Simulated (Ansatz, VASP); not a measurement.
# Cross-check of Ni (Ni wire along [110], 7 atoms a period) between VASP and Ansatz

One calculation is typed for both programs; each brings its own data sets. How far apart do they land? The cell is taken from a series of runs on this material, whose earlier steps may have relaxed, scaled, displaced or heated it; both programs get it as it stands.

Calculated with Ansatz 0.2.0; plane waves, with VASP 6.6.1 beside it; single point at PBE.

### 1. Starting point

The cell holds 7 atoms: 7 Ni. Cell: a = 10.320 Å, b = 11.778 Å, c = 2.390 Å, α = 90.0°, β = 90.0°, γ = 90.0°. Vacuum lies along a and b. The structure's axis is c.

Structure file:

```cif
data_structure
_symmetry_space_group_name_H-M 'P 1'
_symmetry_Int_Tables_number 1
_cell_length_a 10.3200
_cell_length_b 11.7780
_cell_length_c 2.3904
_cell_angle_alpha 90.000
_cell_angle_beta 90.000
_cell_angle_gamma 90.000
_cell_volume 290.55
loop_
_atom_site_label
_atom_site_type_symbol
_atom_site_fract_x
_atom_site_fract_y
_atom_site_fract_z
_atom_site_occupancy
Ni1 Ni 0.50000 0.70217 0.00000 1
Ni2 Ni 0.50000 0.50000 0.00000 1
Ni3 Ni 0.33059 0.39719 0.50000 1
Ni4 Ni 0.33059 0.60281 0.50000 1
Ni5 Ni 0.66941 0.39719 0.50000 1
Ni6 Ni 0.66941 0.60281 0.50000 1
Ni7 Ni 0.50000 0.29783 0.00000 1
```

### 2. Ansatz: single point, PBE

Ansatz runs on its PAW soft_1 files.

A single point gives forces, pressure and levels at one fixed geometry, so differences don't come from the geometry; what else differs is listed under the comparison.

input.yaml reads:

```yaml
crystal:
  lattice:
    - [10.32, 0.0, 0.0]
    - [0.0, 11.778, 0.0]
    - [0.0, 0.0, 2.390426667]
  atoms:
    - { symbol: Ni, position: [0.5, 0.702172593, 0.0], spin: 0.77 }
    - { symbol: Ni, position: [0.5, 0.5, 0.0], spin: 0.81 }
    - { symbol: Ni, position: [0.330592921, 0.397186244, 0.5], spin: 0.79 }
    - { symbol: Ni, position: [0.330592921, 0.602813756, 0.5], spin: 0.79 }
    - { symbol: Ni, position: [0.669407079, 0.397186244, 0.5], spin: 0.79 }
    - { symbol: Ni, position: [0.669407079, 0.602813756, 0.5], spin: 0.79 }
    - { symbol: Ni, position: [0.5, 0.297827407, 0.0], spin: 0.77 }
magnetization:
  spin_polarized: true
kpoints:
  mp_grid: { grid: [1, 1, 34] }
  band_path: { path: ["Γ", Z], npoints: 90 }
scf:
  occupations: { method: fermi_dirac, width: 0.05 }
hamiltonian:
  xc: pbe
  pseudopotentials: { kind: paw, azcp: { folder: soft_1 } }
output:
  dos: { e_range: [-5, 4] }
  write_potential: true
  write_density: true
  volumetric_format: npy
```

The run is started by

```
ansatz run input.yaml --threads 4 --pin off --max-ram 16384MiB --backend cpu --events-out ev --progress --plain --runs-dir out
```

Numbers of over 12 decimals in the logs are rounded to 6 here.

Output:

```text
Engine: ansatz 0.2.0, aarch64-unknown-linux-gnu
Pseudopotentials: kind: paw
Pseudopotential: Ni, paw, valence charge 18, recommended cutoff 420 eV (normal), soft_1/Ni.paw.azcp
Functional definition: PBE
  parameter kappa = 0.804
  parameter beta = 0.066725
  exchange = pbe_x(kappa = kappa, mu = beta*pi^2/3)
  correlation = pbe_c(beta = beta)
Crystal: 7 atoms, lattice volume = 290.554 Å³
Basis set: ecut = 420 eV, 5599 PW (Γ)
Bands: 79, of which v1, the nominal top of the filled ones, is band 63 counted from 1 (62 counted from 0)
Symmetry: 8 space group operations
Space group: Pmmm (ITA 47), of the structure as read, at distance tolerance 6.6e-5 Å
Magnetic group: BNS 47.249 (UNI 347), of the structure as read, at distance tolerance 6.6e-5 Å
k-points: 18 of 34
Non-local potential: Ni, projectors of the file, l = 0: 3, l = 1: 2, l = 2: 3, l = 3: 1
PAW form: soft (Blöchl's): semilocal exchange-correlation on the pseudo side does not see the compensation charge
PAW one-centre angular grid: Ni, 590 points (default); XC on 64 Gauss nodes
Initial density: superposition of atomic densities (neutral atoms: chi_scale 0, normalization atom)
Starting moments: Σ|m| = 5.51 μB on 7 of 7 sites
Initial wavefunctions: pseudopotential atomic-orbital guess
Functional: x = pbe(κ = 0.804, μ = 0.219515), c = pbe(β = 0.066725)
SCF iter   1: F=—  HF=-40863.964365 eV  |F-HF|=—  |Δ(HF+E_count)|=         —  Δρ=2.31e-2 (↑2.31e-2 ↓1.93e-2)  dr2=1.14e1  dr2_m=7.09e-1  M=6.072 μB ∫|m|=6.317 μB  β_m=0.30  ethr=3.10e-3  ⟨swp⟩=8.4  Hψ=13814  notcnv=0  defer=47
Mixer restart at iter 1: flushing history
preconditioner: auto → LDOS  [metal: Δε(μ)=0.004 eV  Ē_g=6.281 eV  σ=0.050 eV  W_gap=0.02  n_scr=50 (ndim 8)  ℏωp=18.2 eV  f_vac=0.609  D(μ)=19.27/eV (n_scr^D=220)]
spin=Collinear: LDOS preconditioning applied to the charge; magnetization (m = ρ↑ − ρ↓) channel mixes plain (no charge-response kernel on spin).
SCF iter   2: F=—  HF=-40865.557234 eV  |F-HF|=—  |Δ(HF+E_count)|=    1.59e0  Δρ=1.99e-2 (↑1.99e-2 ↓9.35e-3)  dr2=1.98e0  dr2_m=4.26e-1  M=6.115 μB ∫|m|=6.439 μB  β_m=0.38  ethr=3.10e-3  ⟨swp⟩=3.0  Hψ=5005  notcnv=0  defer=207
SCF iter   3: F=—  HF=-40869.145300 eV  |F-HF|=—  |Δ(HF+E_count)|=    3.59e0  Δρ=9.15e-3 (↑5.15e-3 ↓9.15e-3)  dr2=2.05e-1  dr2_m=1.06e-1  M=6.031 μB ∫|m|=6.452 μB  β_m=0.44  ethr=1.57e-3  ⟨swp⟩=3.0  Hψ=4864  notcnv=0  defer=220
SCF iter   4: F=—  HF=-40870.283466 eV  |F-HF|=—  |Δ(HF+E_count)|=    1.14e0  Δρ=4.12e-3 (↑3.07e-3 ↓4.12e-3)  dr2=1.25e-1  dr2_m=5.95e-3  M=5.749 μB ∫|m|=6.239 μB  β_m=0.61  ethr=1.63e-4  ⟨swp⟩=3.0  Hψ=4644  notcnv=0  defer=225
SCF iter   5: F=—  HF=-40870.852668 eV  |F-HF|=—  |Δ(HF+E_count)|=   5.69e-1  Δρ=4.14e-3 (↑1.66e-3 ↓4.14e-3)  dr2=3.36e-2  dr2_m=1.89e-2  M=5.541 μB ∫|m|=6.096 μB  β_m=0.80  ethr=9.91e-5  ⟨swp⟩=3.2  Hψ=4860  notcnv=0  defer=226
SCF iter   6: F=—  HF=-40870.933667 eV  |F-HF|=—  |Δ(HF+E_count)|=   8.10e-2  Δρ=5.01e-3 (↑1.15e-3 ↓5.01e-3)  dr2=6.36e-2  dr2_m=1.20e-2  M=5.403 μB ∫|m|=5.976 μB  β_m=0.90  ethr=2.66e-5  ⟨swp⟩=2.6  Hψ=4644  notcnv=0  defer=227
SCF iter   7: F=—  HF=-40870.943656 eV  |F-HF|=—  |Δ(HF+E_count)|=   9.99e-3  Δρ=9.08e-4 (↑2.58e-4 ↓9.08e-4)  dr2=1.81e-3  dr2_m=5.27e-4  M=5.377 μB ∫|m|=5.961 μB  β_m=0.95  ethr=2.66e-5  ⟨swp⟩=3.0  Hψ=6471  notcnv=0  defer=227
SCF iter   8: F=—  HF=-40870.943855 eV  |F-HF|=—  |Δ(HF+E_count)|=   1.99e-4  Δρ=5.14e-4 (↑2.26e-4 ↓5.14e-4)  dr2=9.72e-4  dr2_m=7.04e-5  M=5.385 μB ∫|m|=5.965 μB  β_m=0.76  ethr=1.44e-6  ⟨swp⟩=2.2  Hψ=4705  notcnv=0  defer=227
SCF iter   9: F=—  HF=-40870.943617 eV  |F-HF|=—  |Δ(HF+E_count)|=   2.38e-4  Δρ=9.72e-5 (↑4.40e-5 ↓9.72e-5)  dr2=2.81e-5  dr2_m=7.49e-6  M=5.386 μB ∫|m|=5.966 μB  β_m=0.85  ethr=7.72e-7  ⟨swp⟩=2.0  Hψ=4178  notcnv=0  defer=227
SCF iter  10: F=—  HF=-40870.943625 eV  |F-HF|=—  |Δ(HF+E_count)|=   7.76e-6  Δρ=5.12e-5 (↑2.23e-5 ↓5.12e-5)  dr2=7.49e-6  dr2_m=1.61e-6  M=5.387 μB ∫|m|=5.966 μB  β_m=0.88  ethr=2.23e-8  ⟨swp⟩=2.1  Hψ=4205  notcnv=0  defer=227
SCF iter  11: F=—  HF=-40870.943625 eV  |F-HF|=—  |Δ(HF+E_count)|=   9.59e-8  Δρ=1.83e-5 (↑5.25e-6 ↓1.83e-5)  dr2=9.13e-7  dr2_m=2.01e-7  M=5.387 μB ∫|m|=5.966 μB  β_m=0.94  ethr=5.94e-9  ⟨swp⟩=2.0  Hψ=4614  notcnv=0  defer=227
SCF iter  12: F=—  HF=-40870.943625 eV  |F-HF|=—  |Δ(HF+E_count)|=   1.38e-7  Δρ=5.40e-6 (↑3.58e-6 ↓5.40e-6)  dr2=9.01e-8  dr2_m=3.23e-8  M=5.387 μB ∫|m|=5.967 μB  β_m=0.94  ethr=7.24e-10  ⟨swp⟩=2.2  Hψ=4635  notcnv=0  defer=227
SCF iter  13: F=—  HF=-40870.943625 eV  |F-HF|=—  |Δ(HF+E_count)|=   3.68e-8  Δρ=5.53e-6 (↑2.66e-6 ↓5.53e-6)  dr2=1.38e-7  dr2_m=9.26e-9  M=5.387 μB ∫|m|=5.967 μB  β_m=0.94  ethr=7.15e-11  ⟨swp⟩=2.8  Hψ=5486  notcnv=0  defer=227
SCF iter  14: F=—  HF=-40870.943625 eV  |F-HF|=—  |Δ(HF+E_count)|=   1.86e-8  Δρ=1.46e-6 (↑1.32e-6 ↓1.46e-6)  dr2=1.27e-8  dr2_m=2.94e-10  M=5.387 μB ∫|m|=5.967 μB  β_m=0.84  ethr=7.15e-11  ⟨swp⟩=2.0  Hψ=5144  notcnv=0  defer=227
SCF iter  15: F=-40870.943625 eV  HF=-40870.943625 eV  |F-HF|=1.28e-8  |Δ(HF+E_count)|=   1.06e-9  Δρ=1.93e-6 (↑8.96e-7 ↓1.93e-6)  dr2=1.28e-8  dr2_m=1.04e-9  M=5.387 μB ∫|m|=5.967 μB  ethr=1.00e-11  ⟨swp⟩=13.0  Hψ=13409  notcnv=0
SCF 1 converged in 15 iterations: F = -40870.943625 eV  dr2 = 1.28e-8
  greatest PAW one-centre occupation: 1.001 electrons in one spin orbital (limit 2), on the Ni atom at site 5 (counted from 0), in its partial waves of l = 1
WARN: The output density's exchange-correlation potential varies sharply where the density is thin. Do not read a vacuum level from v_tot or v_xc, or from such a field of the output density. On a cell that repeats whose density bears no net charge and no dipole along the vacuum's axis use v_es (v_loc + v_h of the components); under efield.dipole_correction with no amplitude use v_es + v_field, which holds any externa [...]
NSCF: frozen V_eff on 91 k-points
SCF converged after 15 iterations
Magnetization: 5.3872 μB (65.6936 up, 60.3064 down)
Absolute magnetization: 5.9727 μB (∫|ρ↑−ρ↓|, with the PAW one-centre terms)
Spin contamination: 0.0799 ħ² per cell (⟨S²⟩ above its minimum at these occupations)
Per-site moments (μB) at R_I (Å): [(0.775064, 0.982240), (0.810912, 0.982240), (0.793317, 0.986051), (0.793317, 0.986051), (0.793317, 0.986051), (0.793317, 0.986051), (0.775064, 0.982240)]
Free energy (F): -40870.943625 eV
Harris-Foulkes:  -40870.943625 eV  (|F-HF|=1.28e-8)
Internal energy: -40870.810373 eV  (E = F + TS)
E sigma→0 (E₀):  -40870.876999 eV
Entropy (-TS):   -0.133251 eV (-19.036 meV/atom)
Fermi energy:    1.405326 eV
--- Per-component energies (eV) ---
  E_band       = -4069.013369
  E_kinetic    = 2370.485895
  E_local      = -90488.929536  (includes V_loc(G=0)·N_el)
  E_nonlocal   = -804.662538
  E_hartree    = 45043.627782
  E_xc         = -779.234133
  E_vxc        = -1004.305199  (∫ρ·V_xc dr)
  E_paw        = -11616.794102  (= ΣΔE_a)
  E_vpaw       = -4228.889150  (= ΣTr[D̂ρ^β])
  E_aug_tail   = 0.007078  (compensation charges beyond the density's cutoff)
  E_ewald      = 15404.689180
  E_smearing   = -0.133251  (= −TS)
  E_closure    = -0.000000  (closes the sum)
  Σ components = -40870.943625   (vs F -40870.943625, Δ=0.00e0)
--- Band table (eV; the first three rows and the last of 36) ---
  k-point 0 ↑: bands = [... 59 lower, 0.5276, 0.7107, 0.7380, 0.7575, 0.7855, 0.8286, 0.8507, 0.8895, ... 12 higher]
  k-point 1 ↑: bands = [... 59 lower, 0.4982, 0.6706, 0.7015, 0.7360, 0.7763, 0.8023, 0.8143, 0.9131, ... 12 higher]
  k-point 2 ↑: bands = [... 59 lower, 0.4648, 0.5631, 0.6193, 0.6778, 0.7369, 0.7498, 0.7950, 0.9825, ... 12 higher]
  k-point 17 ↓: bands = [... 59 lower, 1.6701, 1.7047, 1.8545, 1.9663, 3.3148, 3.3460, 3.5739, 4.5562, ... 12 higher]
```

Reading the cycles: dr2 is the Hartree energy of the density residual (eV), the measure of convergence; HF is the Harris–Foulkes estimate of the energy, which meets the free energy F at convergence.

### 3. VASP: single point, PBE

The same cell, functional, mesh and smearing now go to VASP, with its own data sets.

Lines of VASP's logs that name or quote its potential files are left out, and so is its time.

INCAR reads:

```
SYSTEM = Ni
PREC = Accurate
ENCUT = 520
EDIFF = 1E-06
NELM = 200
ISMEAR = -1
SIGMA = 0.05
LREAL = .FALSE.
ALGO = Normal
GGA = PE
NBANDS = 50
ISPIN = 2
MAGMOM = 0.78 0.81 0.79 0.79 0.79 0.79 0.78
LASPH = .TRUE.
LMAXMIX = 4
LORBIT = 11
LWAVE = .FALSE.
LCHARG = .FALSE.
ISIF = 2
GGA_COMPAT = .FALSE.
KPAR = 2
```

POSCAR reads:

```
Ni
1.0
   10.3200000000      0.0000000000      0.0000000000
    0.0000000000     11.7780000000      0.0000000000
    0.0000000000      0.0000000000      2.3904266670
Ni
7
Direct
    0.5000000000      0.7021725930      0.0000000000
    0.5000000000      0.5000000000      0.0000000000
    0.3305929210      0.3971862440      0.5000000000
    0.3305929210      0.6028137560      0.5000000000
    0.6694070790      0.3971862440      0.5000000000
    0.6694070790      0.6028137560      0.5000000000
    0.5000000000      0.2978274070      0.0000000000
```

KPOINTS reads:

```
Automatic mesh
0
Gamma
1 1 34
0 0 0
```

Potentials, in the order of the species: Ni (PBE family, release 64).

The run is started by

```
mpirun -np 2 vasp_std
```

Output:

```text
[banner, memory and clock lines left out]
running    2 mpi-ranks, on    1 nodes
 distrk:  each k-point on    1 cores,    2 groups
 distr:  one band on    1 cores,    1 groups

 POSCAR found type information on POSCAR Ni
 POSCAR found :  1 types and       7 ions
 LDA part: xc-table for (Slater+PW92), standard interpolation
 POSCAR, INCAR and KPOINTS ok, starting setup
 FFT: planning ... GRIDC
 FFT: planning ... GRID_SOFT
 FFT: planning ... GRID
 WAVECAR not read
 entering main loop
       N       E                     dE             d eps       ncg     rms          rms(c)
DAV:   1     0.464531177030E+03    0.46453E+03   -0.29038E+04  3600   0.135E+03
DAV:   2    -0.608858866711E+01   -0.47062E+03   -0.44690E+03  3600   0.304E+02
DAV:   3    -0.359151713409E+02   -0.29827E+02   -0.28140E+02  3938   0.109E+02
DAV:   4    -0.364622898775E+02   -0.54712E+00   -0.54510E+00  4154   0.163E+01
DAV:   5    -0.364736527940E+02   -0.11363E-01   -0.11362E-01  5528   0.154E+00    0.226E+01
DAV:   6    -0.402966106709E+02   -0.38230E+01   -0.56585E+01  3998   0.935E+01    0.459E+01
DAV:   7    -0.371417021045E+02    0.31549E+01   -0.12820E+02  3962   0.938E+01    0.243E+01
DAV:   8    -0.324915166294E+02    0.46502E+01   -0.86227E+00  4094   0.363E+01    0.125E+01
DAV:   9    -0.310059114349E+02    0.14856E+01   -0.23652E+00  5614   0.290E+01    0.391E+00
DAV:  10    -0.312347662428E+02   -0.22885E+00   -0.13049E+00  3632   0.910E+00    0.368E+00
DAV:  11    -0.313030709318E+02   -0.68305E-01   -0.30269E-01  4380   0.969E+00    0.506E+00
DAV:  12    -0.312514521507E+02    0.51619E-01   -0.25641E-01  4104   0.847E+00    0.135E+00
DAV:  13    -0.312498751076E+02    0.15770E-02   -0.70675E-02  3782   0.214E+00    0.746E-01
DAV:  14    -0.312418535717E+02    0.80215E-02   -0.13255E-02  4676   0.122E+00    0.608E-01
[...]
DAV:  22    -0.312517634603E+02   -0.42989E-04   -0.21655E-05  3748   0.507E-02    0.158E-02
DAV:  23    -0.312518243560E+02   -0.60896E-04   -0.75902E-06  3616   0.216E-02    0.104E-02
DAV:  24    -0.312519307679E+02   -0.10641E-03   -0.79331E-06  3398   0.237E-02    0.155E-02
DAV:  25    -0.312519981084E+02   -0.67341E-04   -0.85514E-06  3312   0.276E-02    0.528E-03
DAV:  26    -0.312520116170E+02   -0.13509E-04   -0.15872E-06  2828   0.984E-03    0.489E-03
DAV:  27    -0.312520173367E+02   -0.57197E-05   -0.61103E-07  2488   0.696E-03    0.221E-03
DAV:  28    -0.312520196281E+02   -0.22914E-05   -0.38276E-07  2426   0.396E-03    0.152E-03
DAV:  29    -0.312520199715E+02   -0.34341E-06   -0.14218E-07  2344   0.464E-03
   1 F= -.31252020E+02 E0= -.31184493E+02  d E =-.135055E+00  mag=     5.2782
```

[end of part 1 of 2]

[Lines on the potential files, build, host, timing and source positions are cut from VASP's logs without a mark.]

[Logs are printed without paths, hosts, clocks, repeated set-up lines and the standing remarks that a program may print on its own settings, such as how far it seeks lower states.]

[Hosts, paths, dates, database ids (printed as entryN), source tags and the programs' standing remarks are cut or masked in the printed files.]
